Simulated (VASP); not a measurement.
VASP runs on KI (space group Fm-3m) share one base input (PBE GGA, plane waves, VASP's PBE PAW potentials (set 64)) and change the settings named in each case.

**KPOINTS**
```
Automatic mesh
0
gamma
 6 6 6
```

**INCAR**
```
# general
SYSTEM   =  KI
PREC     =  Accurate
ENCUT    =  300
LREAL    =  .False.
LASPH    =  .True.

# electronic loop
EDIFF    =  1E-6
NELM     =  100
ALGO     =  Normal
LMAXMIX  =  4

# smearing
ISMEAR   =  -1
SIGMA    =  0.05

# functional
GGA      =  PE

# ions
ISIF     =  2

# output
LWAVE    =  .False.
LCHARG   =  .False.
```

### POSCAR
```
KI
1
    0.0000000000     3.5350000000     3.5350000000
    3.5350000000     0.0000000000     3.5350000000
    3.5350000000     3.5350000000     0.0000000000
K I
1 1
Direct
  0.0000000000   0.0000000000   0.0000000000
  0.5000000000   0.5000000000   0.5000000000
```

POTCAR, in this order: K_sv I (PBE.64 set). Program: vasp_std.

```csv
change,E(σ→0) (eV/atom),pressure (GPa)
base run,-2.7783,0.48
GGA = PS,-2.9087,(withheld)
"GGA_COMPAT = .FALSE., LNONCOLLINEAR = .TRUE., LSORBIT = .TRUE., MAGMOM = 0.0 0.0 0.0 0.0 0.0 0.0, program vasp_ncl",-2.8414,0.49
KPOINTS 5×5×5 Γ-centred mesh,-2.7783,0.48
```

Task: Fill in the missing entries.

Result: 
- GGA = PS, pressure (GPa): -0.35

Energies of different potentials or functionals have different zeros.  Unless said otherwise, spin-orbit coupling is left out, though it shifts the bands of the heavy elements here. At 300 eV the pressure can carry a Pulay error.

Left out are runs that ran out of time, are held back, or changed the cell or the kind of run, fixed moments of cells without a moment, rows past the twelfth, gaps on odd meshes, pressures of charged cells and columns that move by less than the noise.

The structure is a typed KI crystal. The cell was not relaxed at this level.
